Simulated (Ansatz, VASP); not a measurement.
**Cross-check of InAs between VASP and Ansatz**

One calculation is typed for both programs; each brings its own data sets. How far apart do they land? The cell is taken from a series of runs on this material, whose earlier steps may have relaxed, scaled, displaced or heated it; both programs get it as it stands.

Calculated with Ansatz 0.2.0; plane waves, with VASP 6.6.1 beside it; zone-centre phonons at LDA.

**1. The starting structure**

The structure is orthorhombic, space group Imm2 (No. 44). Conventional cell: a = 4.218 Å, b = 4.262 Å, c = 6.059 Å, α = 90.00°, β = 90.00°, γ = 90.00°. Nearest to As lie 4 In at 2.60 to 2.61 Å. In has 4 As at 2.60 to 2.61 Å nearest. Farther neighbours are not listed.

Coordinates:

```xyz
2
Lattice="-0.0154 2.9982 3.0295 2.9982 -0.0154 3.0295 2.9828 2.9828 0.0000" Properties=species:S:1:pos:R:3 pbc="T T T"
As    4.4742    4.4742    4.5389
In    2.9828    2.9828    0.0054
```

**2. VASP: zone-centre phonons, LDA**

Second derivatives magnify differences that forces hide, and they need a tight electronic threshold.

Lines of VASP's logs that name or quote its potential files are left out, and so is its time.

INCAR reads:

```
SYSTEM = InAs
PREC = Accurate
ENCUT = 500
EDIFF = 1E-08
NELM = 120
ISMEAR = 1
SIGMA = 0.2
LREAL = .FALSE.
ALGO = Normal
GGA = PW92
NBANDS = 15
LORBIT = 11
LWAVE = .FALSE.
LCHARG = .FALSE.
ISIF = 2
IBRION = 8
LASPH = .TRUE.
GGA_COMPAT = .FALSE.
KPAR = 2
```

POSCAR reads:

```
InAs
1.0
   -0.0154017771      2.9981843202      3.0295418500
    2.9981843202     -0.0154017771      3.0295418500
    2.9827825431      2.9827825431      0.0000000000
As In
1 1
Direct
    0.7491028197      0.7491028197      0.7508971803
    0.0008971803      0.0008971803      0.9991028197
```

KPOINTS reads:

```
Automatic mesh
0
Gamma
12 12 12
0 0 0
```

Potentials, in the order of the species: As and In_d (LDA family, release 64).

Command:

```
$ mpirun -np 2 vasp_std
```

Numbers of over 12 decimals in the logs are rounded to 6 here.

What it wrote:

```text
[banner, memory and clock lines left out]
running    2 mpi-ranks, on    1 nodes
 distrk:  each k-point on    1 cores,    2 groups
 distr:  one band on    1 cores,    1 groups

 POSCAR found type information on POSCAR AsIn
 POSCAR found :  2 types and       2 ions
|                                                                             |
|               ----> ADVICE to this user running VASP <----                  |
|                                                                             |
|     You enforced a specific xc type in the INCAR file but a different       |
|     [... a line on the potential file left out ...]
|     I HOPE YOU KNOW WHAT YOU ARE DOING!                                     |
|                                                                             |

 LDA part: xc-table for (Slater(with rela. corr.)+PW92), standard interpolation
 POSCAR, INCAR and KPOINTS ok, starting setup
 FFT: planning ... GRIDC
 FFT: planning ... GRID_SOFT
 FFT: planning ... GRID
 WAVECAR not read
 entering main loop
       N       E                     dE             d eps       ncg     rms          rms(c)
DAV:   1     0.111904291640E+03    0.11190E+03   -0.82367E+03  8463   0.127E+03
DAV:   2    -0.147685172233E+01   -0.11338E+03   -0.10905E+03  9009   0.301E+02
DAV:   3    -0.913543927493E+01   -0.76586E+01   -0.76121E+01 10850   0.799E+01
DAV:   4    -0.933240820549E+01   -0.19697E+00   -0.19690E+00 10041   0.143E+01
DAV:   5    -0.934146413555E+01   -0.90559E-02   -0.90558E-02 12773   0.266E+00    0.478E+00
DAV:   6    -0.906467082697E+01    0.27679E+00   -0.38388E-01 13394   0.112E+01    0.264E+00
DAV:   7    -0.902490249110E+01    0.39768E-01   -0.11364E-01 11817   0.317E+00    0.689E-01
DAV:   8    -0.902153020172E+01    0.33723E-02   -0.12066E-02 11184   0.135E+00    0.228E-01
DAV:   9    -0.902141622307E+01    0.11398E-03   -0.78376E-04 10817   0.254E-01    0.144E-01
DAV:  10    -0.902143785381E+01   -0.21631E-04   -0.12033E-04 13123   0.190E-01    0.717E-02
DAV:  11    -0.902144134929E+01   -0.34955E-05   -0.37053E-05 13017   0.119E-01    0.488E-02
DAV:  12    -0.902143883952E+01    0.25098E-05   -0.53434E-06 12708   0.320E-02    0.698E-03
DAV:  13    -0.902143889160E+01   -0.52072E-07   -0.71315E-07 10710   0.508E-03    0.134E-03
DAV:  14    -0.902143888663E+01    0.49658E-08   -0.25127E-08 10963   0.229E-03
   1 F= -.90214389E+01 E0= -.90215753E+01  d E =0.409204E-03
 Linear response reoptimize wavefunctions to high precision
DAV:   1    -0.902143888686E+01   -0.23419E-09   -0.37882E-09  8856   0.109E-03
DAV:   2    -0.902143888698E+01   -0.11300E-09   -0.96305E-10  6280   0.248E-04
DAV:   3    -0.902143888699E+01   -0.10004E-10   -0.13136E-10  5789   0.122E-04
 Linear response DOF=           4
 Linear response progress:
  Degree of freedom:   1/  4
       N       E                     dE             d eps       ncg     rms          rms(c)
RMM:   1    -0.475859990349E-01   -0.47586E-01    0.64221E-02 54957   0.157E+00
RMM:   2    -0.453206028930E-01    0.22654E-02    0.16378E-03 40804   0.586E-01    0.110E-01
RMM:   3    -0.460227926105E-01   -0.70219E-03   -0.20016E-03 48007   0.251E-01    0.470E-02
RMM:   4    -0.461894071266E-01   -0.16661E-03   -0.15664E-04 48996   0.835E-02    0.107E-02
RMM:   5    -0.462200221523E-01   -0.30615E-04   -0.18005E-05 50681   0.312E-02    0.487E-03
RMM:   6    -0.462041051652E-01    0.15917E-04   -0.19913E-06 49322   0.840E-03    0.159E-03
RMM:   7    -0.462024939658E-01    0.16112E-05   -0.23939E-07 54178   0.273E-03    0.113E-03
RMM:   8    -0.462027482292E-01   -0.25426E-06   -0.67031E-08 52310   0.112E-03    0.717E-04
RMM:   9    -0.462033909028E-01   -0.64267E-06    0.22258E-08 48775   0.425E-04    0.828E-05
RMM:  10    -0.462035038780E-01   -0.11298E-06    0.51682E-08 53945   0.177E-04    0.790E-05
RMM:  11    -0.462034924926E-01    0.11385E-07   -0.14353E-07 56282   0.750E-05    0.229E-05
RMM:  12    -0.462035064798E-01   -0.13987E-07    0.10313E-08 52359   0.329E-05    0.900E-06
RMM:  13    -0.462035047347E-01    0.17451E-08   -0.44368E-08 54615   0.194E-05    0.259E-06
 first order change of Fermi-energy   0.14438E-03
 force on displaced ion       1 direction 1 :  -7.780  -0.004  -0.000
 Linear response progress:
  Degree of freedom:   2/  4
       N       E                     dE             d eps       ncg     rms          rms(c)
RMM:   1    -0.476911154302E-01   -0.47691E-01    0.64151E-02 17450   0.159E+00
RMM:   2    -0.453459655851E-01    0.23451E-02    0.15778E-03 13266   0.589E-01    0.111E-01
RMM:   3    -0.460566797269E-01   -0.71071E-03   -0.20308E-03 15381   0.252E-01    0.475E-02
RMM:   4    -0.462268749686E-01   -0.17020E-03   -0.16111E-04 15739   0.847E-02    0.108E-02
RMM:   5    -0.462564568955E-01   -0.29582E-04   -0.18185E-05 16271   0.311E-02    0.500E-03
RMM:   6    -0.462399681086E-01    0.16489E-04   -0.21829E-06 15813   0.846E-03    0.162E-03
RMM:   7    -0.462386042168E-01    0.13639E-05   -0.19872E-07 17174   0.274E-03    0.114E-03
RMM:   8    -0.462388952417E-01   -0.29102E-06   -0.24462E-08 16692   0.114E-03    0.709E-04
RMM:   9    -0.462395582003E-01   -0.66296E-06    0.70098E-08 15928   0.412E-04    0.784E-05
RMM:  10    -0.462396297103E-01   -0.71510E-07    0.13620E-07 17110   0.171E-04    0.719E-05
RMM:  11    -0.462396211506E-01    0.85596E-08   -0.10524E-07 18065   0.731E-05    0.205E-05
RMM:  12    -0.462396336814E-01   -0.12531E-07    0.45092E-08 16862   0.296E-05    0.890E-06
RMM:  13    -0.462396328642E-01    0.81721E-09   -0.23866E-08 17666   0.172E-05    0.211E-06
 first order change of Fermi-energy  -0.54888E+00
 force on displaced ion       1 direction 3 :  -0.000  -0.000  -7.812
 Linear response progress:
  Degree of freedom:   3/  4
       N       E                     dE             d eps       ncg     rms          rms(c)
RMM:   1    -0.235343730987E+00   -0.23534E+00   -0.85456E-02 35162   0.496E+00
RMM:   2    -0.237861077382E+00   -0.25173E-02   -0.13870E-02 44321   0.106E+00    0.794E-02
RMM:   3    -0.237828798020E+00    0.32279E-04   -0.16181E-03 48116   0.327E-01    0.388E-02
RMM:   4    -0.237645713472E+00    0.18308E-03   -0.14871E-04 49122   0.108E-01    0.205E-02
RMM:   5    -0.237603403192E+00    0.42310E-04   -0.22127E-05 51641   0.401E-02    0.790E-03
RMM:   6    -0.237603465108E+00   -0.61916E-07   -0.25835E-06 51267   0.134E-02    0.190E-03
RMM:   7    -0.237613091711E+00   -0.96266E-05    0.33541E-07 52151   0.397E-03    0.717E-04
RMM:   8    -0.237612585089E+00    0.50662E-06    0.34883E-07 52034   0.169E-03    0.440E-04
RMM:   9    -0.237612023311E+00    0.56178E-06    0.28497E-07 53022   0.751E-04    0.103E-04
RMM:  10    -0.237611635404E+00    0.38791E-06    0.88723E-08 52987   0.326E-04    0.418E-05
RMM:  11    -0.237611479278E+00    0.15613E-06    0.14338E-07 54318   0.167E-04    0.111E-05
RMM:  12    -0.237611540739E+00   -0.61461E-07    0.96142E-09 54455   0.992E-05    0.754E-06
RMM:  13    -0.237611558052E+00   -0.17313E-07    0.11894E-07 55497   0.653E-05    0.418E-06
RMM:  14    -0.237611565117E+00   -0.70647E-08    0.52674E-08 53828   0.475E-05    0.126E-05
 first order change of Fermi-energy  -0.71802E-04
 force on displaced ion       2 direction 1 :  -7.756  -0.010   0.000
 Linear response progress:
  Degree of freedom:   4/  4
       N       E                     dE             d eps       ncg     rms          rms(c)
RMM:   1    -0.235453226626E+00   -0.23545E+00   -0.87577E-02 11354   0.493E+00
RMM:   2    -0.237922457924E+00   -0.24692E-02   -0.13658E-02 14235   0.105E+00    0.798E-02
RMM:   3    -0.237890536906E+00    0.31921E-04   -0.15962E-03 15475   0.325E-01    0.394E-02
RMM:   4    -0.237710354492E+00    0.18018E-03   -0.15006E-04 15823   0.109E-01    0.206E-02
RMM:   5    -0.237670793333E+00    0.39561E-04   -0.24126E-05 16544   0.400E-02    0.782E-03
RMM:   6    -0.237672781628E+00   -0.19883E-05   -0.70372E-06 16479   0.132E-02    0.196E-03
RMM:   7    -0.237682313123E+00   -0.95315E-05   -0.25966E-06 16762   0.388E-03    0.689E-04
RMM:   8    -0.237681368179E+00    0.94494E-06   -0.21339E-07 16714   0.166E-03    0.402E-04
RMM:   9    -0.237680739210E+00    0.62897E-06   -0.47197E-07 16856   0.715E-04    0.802E-05
RMM:  10    -0.237680417242E+00    0.32197E-06   -0.53158E-07 17105   0.304E-04    0.317E-05
RMM:  11    -0.237680341997E+00    0.75244E-07   -0.40287E-07 17570   0.154E-04    0.122E-05
RMM:  12    -0.237680328961E+00    0.13036E-07   -0.21631E-07 17454   0.901E-05    0.728E-06
RMM:  13    -0.237680373739E+00   -0.44777E-07   -0.16240E-07 16900   0.599E-05    0.103E-05
RMM:  14    -0.237680380040E+00   -0.63012E-08   -0.77084E-08 17798   0.438E-05    0.251E-05
 first order change of Fermi-energy   0.54963E+00
 force on displaced ion       2 direction 3 :  -0.000  -0.000  -7.782
 Linear response finished
```

OUTCAR, selected parts (step 2):

```text
ion  position               nearest neighbor table
   1  0.749  0.749  0.751-   2 2.60   2 2.60   2 2.61   2 2.61
   2  0.001  0.001  0.999-   1 2.60   1 2.60   1 2.61   1 2.61

  LATTYP: Found a body centered orthorhombic cell.
 ALAT       =     4.2182915261
 B/A-ratio  =     1.0103271203
 C/A-ratio  =     1.4363833468

 Subroutine GETGRP returns: Found  4 space group operations
 (whereof  4 operations were pure point group operations)

The static configuration has the point symmetry C_2v.

 Found    280 irreducible k-points:

   k-points           NKPTS =    280   k-points in BZ     NKDIM =    280   number of bands    NBANDS=     15

   dimension x,y,z NGX =    32 NGY =   32 NGZ =   32
   dimension x,y,z NGXF=    64 NGYF=   64 NGZF=   64

   ENCUT  =  500.0 eV  36.75 Ry    6.06 a.u.   7.77  7.77  7.69*2*pi/ulx,y,z

   NELECT =      18.0000    total number of electrons

 k-points in reciprocal lattice and weights: Automatic mesh
   0.00000000  0.00000000  0.00000000       0.001
   0.08333333 -0.00000000  0.00000000       0.002
   0.16666667 -0.00000000  0.00000000       0.002
   0.25000000 -0.00000000  0.00000000       0.002
   0.33333333 -0.00000000  0.00000000       0.002
   0.41666667 -0.00000000  0.00000000       0.002
   0.50000000 -0.00000000  0.00000000       0.001
   0.08333333  0.08333333  0.00000000       0.001
   0.16666667  0.08333333  0.00000000       0.002
[...]
0.25000000  0.25000000  0.50000000       0.001
  -0.25000000  0.25000000  0.50000000       0.001

 average (electrostatic) potential at core
       1 -52.9835       2 -95.9889

  Total        0.1784623      0.1784623      0.0491616      0.1310327      0.0000000      0.0000000
  in kB        5.2498266      5.2498266      1.4461884      3.8545894      0.0000000      0.0000000
  external PRESSURE =       3.9819472 kB  Pullay stress =       0.0000000 kB

  energy-cutoff  :      500.00
  volume of cell :       54.46
      direct lattice vectors                 reciprocal lattice vectors
    -0.015401777  2.998184320  3.029541850    -0.165915286  0.165915286  0.165041457
     2.998184320 -0.015401777  3.029541850     0.165915286 -0.165915286  0.165041457
     2.982782543  2.982782543  0.000000000     0.167628713  0.167628713 -0.165041457

 POSITION                                       TOTAL-FORCE (eV/Angst)
 -----------------------------------------------------------------------------------
      4.47417      4.47417      4.53888        -0.000000     -0.000000     -0.000847
      2.98278      2.98278      0.00544         0.000000      0.000000      0.000847
 -----------------------------------------------------------------------------------
    total drift:                                0.000000      0.000000      0.000154

 Eigenvectors and eigenvalues of the dynamical matrix
 ----------------------------------------------------

   1 f  =    6.484274 THz    40.741897 2PiTHz  216.292108 cm-1    26.816792 meV
             X         Y         Z           dx          dy          dz
      4.474174  4.474174  4.538877     0.000000    0.000000    0.778497
      2.982783  2.982783  0.005436    -0.000000   -0.000000   -0.627648

   2 f  =    6.474654 THz    40.681451 2PiTHz  215.971209 cm-1    26.777005 meV
             X         Y         Z           dx          dy          dz
      4.474174  4.474174  4.538877    -0.550316   -0.550316   -0.000000
      2.982783  2.982783  0.005436     0.444019    0.444019   -0.000000

   3 f  =    6.469180 THz    40.647057 2PiTHz  215.788620 cm-1    26.754367 meV
             X         Y         Z           dx          dy          dz
      4.474174  4.474174  4.538877    -0.550474    0.550474    0.000000
      2.982783  2.982783  0.005436     0.443823   -0.443823    0.000000

   4 f/i=    0.003693 THz     0.023205 2PiTHz    0.123190 cm-1     0.015274 meV
             X         Y         Z           dx          dy          dz
      4.474174  4.474174  4.538877    -0.444019   -0.444019    0.000000
      2.982783  2.982783  0.005436    -0.550316   -0.550316    0.000000

   5 f/i=    0.005987 THz     0.037620 2PiTHz    0.199720 cm-1     0.024762 meV
             X         Y         Z           dx          dy          dz
      4.474174  4.474174  4.538877    -0.443823    0.443823   -0.000000
      2.982783  2.982783  0.005436    -0.550474    0.550474   -0.000000

   6 f/i=    0.006106 THz     0.038367 2PiTHz    0.203686 cm-1     0.025254 meV
             X         Y         Z           dx          dy          dz
      4.474174  4.474174  4.538877    -0.000000    0.000000    0.627648
      2.982783  2.982783  0.005436    -0.000000    0.000000    0.778497

 ELASTIC MODULI CONTR FROM IONIC RELAXATION (kBar)
 Direction    XX          YY          ZZ          XY          YZ          ZX
 --------------------------------------------------------------------------------
 XX          -0.1210     -0.1210     -0.1762     -5.4238      0.0000      0.0000
 YY          -0.1210     -0.1210     -0.1762     -5.4238      0.0000      0.0000
 ZZ          -0.1762     -0.1762     -0.2567     -7.9016      0.0000      0.0000
 XY          -5.4238     -5.4238     -7.9016   -243.1853      0.0000      0.0000
 YZ           0.0000      0.0000      0.0000      0.0000   -243.7265    -11.0595
 ZX           0.0000      0.0000      0.0000      0.0000    -11.0595   -231.6334
 --------------------------------------------------------------------------------
```

The gap is under twice the smearing width, so the edge states are partly filled and the run can't tell a small gap from a semimetal. Methfessel-Paxton smearing is not meant for a cell with a gap.

(Part 1 of 2 ends here.)

[Lines on the potential files, build, host, timing and source positions are cut from VASP's logs without a mark.]

[Logs are printed without paths, hosts, clocks, repeated set-up lines and the standing remarks that a program may print on its own settings, such as how far it seeks lower states.]

[Hosts, paths, dates, database ids (printed as entryN), source tags and the programs' standing remarks are cut or masked in the printed files.]
